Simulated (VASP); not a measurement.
Calculation: TPSS meta-GGA, VASP's PBE PAW potentials (set 64) (plane waves; VASP).

Input for VASP

**POSCAR**
```
KCl
3.2119420
  0.0000000000   0.9999999489   0.9999999489
  0.9999999489   0.0000000000   0.9999999489
  0.9999999489   0.9999999489   0.0000000000
K Cl
1 1
Cartesian
  0.0000000000   0.0000000000   0.0000000000
  0.9999999489   0.9999999489   0.9999999489
```

KPOINTS_OPT:
```
k-points along high-symmetry lines
10
Line-mode
Reciprocal
  0.000000   0.000000   0.000000 ! GAMMA
  0.500000   0.000000   0.500000 ! X

  0.500000   0.000000   0.500000 ! X
  0.625000   0.250000   0.625000 ! U

  0.375000   0.375000   0.750000 ! K
  0.000000   0.000000   0.000000 ! GAMMA

  0.000000   0.000000   0.000000 ! GAMMA
  0.500000   0.500000   0.500000 ! L

  0.500000   0.500000   0.500000 ! L
  0.500000   0.250000   0.750000 ! W

  0.500000   0.250000   0.750000 ! W
  0.500000   0.000000   0.500000 ! X
```

File KPOINTS:
```
Automatic mesh
0
Gamma
8 8 8
0 0 0
```

**INCAR**
```
ALGO = Normal
EDIFF = 1E-7
ENCUT = 520
ISIF = 2
ISMEAR = -5
LASPH = .True.
LCHARG = .False.
LMIXTAU = .True.
LORBIT = 11
LREAL = .False.
LWAVE = .False.
METAGGA = TPSS
NEDOS = 601
NELM = 100
PREC = Accurate
SYSTEM = KCl
```

POTCAR, in this order: K_sv Cl (PBE.64 set). Program: vasp_std.

The resulting files:

File OUTCAR:
```
 ion  position               nearest neighbor table
   1  0.000  0.000  0.000-   2 3.21   2 3.21   2 3.21   2 3.21   2 3.21   2 3.21
   2  0.500  0.500  0.500-   1 3.21   1 3.21   1 3.21   1 3.21   1 3.21   1 3.21
  LATTYP: Found a face centered cubic cell.
 ALAT       =     6.4238836718
 Subroutine PRICEL returns:
 Original cell was already a primitive cell.
 Subroutine GETGRP returns: Found 48 space group operations
The static configuration has the point symmetry O_h .
The dynamic configuration has the point symmetry O_h .
 Subroutine INISYM returns: Found 48 space group operations
 Subroutine IBZKPT returns following result:
 Found     29 irreducible k-points:

 Following reciprocal coordinates:
            Coordinates               Weight
  0.000000  0.000000  0.000000      1.000000
  0.125000  0.000000  0.000000      8.000000
  0.250000  0.000000  0.000000      8.000000
  0.375000  0.000000  0.000000      8.000000
  0.500000  0.000000  0.000000      4.000000
  0.125000  0.125000  0.000000      6.000000
  0.250000  0.125000  0.000000     24.000000
  0.375000  0.125000  0.000000     24.000000
  0.500000  0.125000  0.000000     24.000000
...
```

File OSZICAR:
```
       N       E                     dE             d eps       ncg     rms          rms(c)
DAV:   1     0.122918596998E+03    0.12292E+03   -0.80106E+03   696   0.153E+03
DAV:   2    -0.217381712008E+01   -0.12509E+03   -0.11629E+03  1176   0.325E+02
DAV:   3    -0.104118149165E+02   -0.82380E+01   -0.81768E+01   884   0.779E+01
DAV:   4    -0.108244381068E+02   -0.41262E+00   -0.41205E+00  1260   0.235E+01
DAV:   5    -0.108270419914E+02   -0.26039E-02   -0.26035E-02   880   0.148E+00    0.100E+02
DAV:   6    -0.177590892824E+02   -0.69320E+01   -0.12737E+02   696   0.173E+02    0.372E+01
DAV:   7    -0.187480811780E+02   -0.98899E+00   -0.16524E+01   696   0.697E+02    0.247E+01
DAV:   8    -0.187036081867E+02    0.44473E-01   -0.74254E-01   784   0.106E+01    0.134E+01
DAV:   9    -0.187808888670E+02   -0.77281E-01   -0.13750E-01  1128   0.407E+00    0.771E+00
DAV:  10    -0.187482098013E+02    0.32679E-01   -0.85125E-02   776   0.313E+00    0.885E-01
DAV:  11    -0.188255247273E+02   -0.77315E-01   -0.69148E-02   808   0.358E+00    0.375E-01
DAV:  12    -0.188279768254E+02   -0.24521E-02   -0.71074E-03  1116   0.970E-01    0.441E-01
DAV:  13    -0.188301746371E+02   -0.21978E-02   -0.16406E-03   848   0.586E-01    0.167E-01
DAV:  14    -0.188284591352E+02    0.17155E-02   -0.48209E-04   748   0.267E-01    0.443E-02
DAV:  15    -0.188306581954E+02   -0.21991E-02   -0.83019E-04   804   0.321E-01    0.106E-02
DAV:  16    -0.188306275773E+02    0.30618E-04   -0.75644E-05   908   0.115E-01    0.812E-02
DAV:  17    -0.188306714710E+02   -0.43894E-04   -0.39244E-05   792   0.903E-02    0.433E-02
DAV:  18    -0.188306768539E+02   -0.53830E-05   -0.30095E-06  1076   0.222E-02    0.140E-02
DAV:  19    -0.188306777080E+02   -0.85414E-06   -0.11957E-06   804   0.119E-02    0.449E-03
DAV:  20    -0.188306781943E+02   -0.48628E-06   -0.65551E-07   848   0.986E-03    0.208E-03
DAV:  21    -0.188306783112E+02   -0.11688E-06   -0.35797E-08   656   0.190E-03    0.322E-04
DAV:  22    -0.188306782669E+02    0.44321E-07   -0.37679E-08   584   0.222E-03
   1 F= -.18830678E+02 E0= -.18830678E+02  d E =0.000000E+00
       N       E                     dE             ncg
       N       E                     dE             ncg
       N       E                     dE             ncg
```

### OUTCAR
```
------------------------ aborting loop because EDIFF is reached ----------------------------------------
  FORCE on cell =-STRESS in cart. coord.  units (eV):
  Direction    XX          YY          ZZ          XY          YZ          ZX
  --------------------------------------------------------------------------------------
  Total       -0.0116684     -0.0116684     -0.0116684      0.0000000      0.0000000      0.0000000
  in kB       -0.2820909     -0.2820909     -0.2820909      0.0000000      0.0000000      0.0000000
  external PRESSURE =      -0.2820909 kB  Pullay stress =       0.0000000 kB
  volume of cell :       66.27
      direct lattice vectors                 reciprocal lattice vectors
     0.000000000  3.211941836  3.211941836    -0.155669070  0.155669070  0.155669070
     3.211941836  0.000000000  3.211941836     0.155669070 -0.155669070  0.155669070
     3.211941836  3.211941836  0.000000000     0.155669070  0.155669070 -0.155669070
  FREE ENERGIE OF THE ION-ELECTRON SYSTEM (eV)
  ---------------------------------------------------
  free  energy   TOTEN  =       -18.8306782669 eV

  energy  without entropy=      -18.8306782669  energy(sigma->0) =      -18.83067827

 total charge

# of ion       s       p       d       tot
------------------------------------------
    1        1.954   5.546   0.020   7.520
    2        1.564   3.566   0.000   5.130
--------------------------------------------------
tot          3.518   9.112   0.020  12.650
```
(Selected blocks of OUTCAR.)

The compound is KCl in the rock salt structure. It was relaxed first, which changed the volume by +7 %.
